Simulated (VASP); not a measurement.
Consider the following.

```
CELL_PARAMETERS angstrom
      6.15700     0.00000     0.00000
      0.00000     6.15700     0.00000
      0.00000     0.00000     6.15700
ATOMIC_POSITIONS crystal
  Cs 0.00000 0.00000 0.00000
  Sn 0.50000 0.50000 0.50000
  I  0.50000 0.00000 0.50000
  I  0.00000 0.50000 0.50000
  I  0.50000 0.50000 0.00000
```

Method: PBEsol GGA, VASP's PBE PAW potentials (set 64) (plane waves; VASP). Numerical set-up: 400 eV cut-off, 8×8×8 Γ-centred mesh, Gaussian smearing of 0.010 eV, potentials Cs_sv Sn_d I.

Q: The job: CsSnI$_{3}$ (cubic perovskite), 5 atoms, PBEsol, optics run with many empty bands, 400 eV, 8×8×8 Γ-centred mesh. Roughly how much core time does it take on a busy server core?

A: About 4 core-minutes (one run on a shared machine, a rough figure). It had 35 irreducible k-points, 78 bands, up to 4272 plane waves and 14 electronic steps.

The compound is CsSnI3 in the cubic perovskite structure, the ideal cubic form; the compound distorts at low or room temperature. It was relaxed first.
